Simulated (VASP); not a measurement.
Ga2AsP (space group R3m): the band gap from VASP (plane waves, PAW) at several levels of theory. Gaps are without spin-orbit coupling. Each level names its cell: its own relaxed one, PBE's, or the starting one. A gap is the smallest over the k-mesh and a band path; hybrids may have named points in place of the path, and GW has the mesh alone. mBJ is a potential without an energy functional, so only the levels count.

```json
[
 {"level": "PBEsol (own cell)", "band gap (eV)": "0.97"},
 {"level": "mBJ (TB09) (PBE cell)", "band gap (eV)": "1.85"}
]
```

The cell of the PBEsol (own cell) run:

```
CELL_PARAMETERS angstrom
      1.96098     1.13217     6.39809
     -1.96098     1.13217     6.39809
      0.00000    -2.26435     6.39809
ATOMIC_POSITIONS crystal
  Ga 0.99744 0.99744 0.99744
  Ga 0.50254 0.50254 0.50254
  P  0.62514 0.62514 0.62514
  As 0.12489 0.12489 0.12489
```

Only levels that ran to the end are used. Left out are those held back, those with too coarse a band path, GW runs whose mesh misses a band edge, hybrids' fits of cells that aren't cubic and levels without matching references; a question may draw on a part of the rest.

The structure comes from a computed database's Ga2AsP entry (R3m); how it stands against other phases isn't given here.
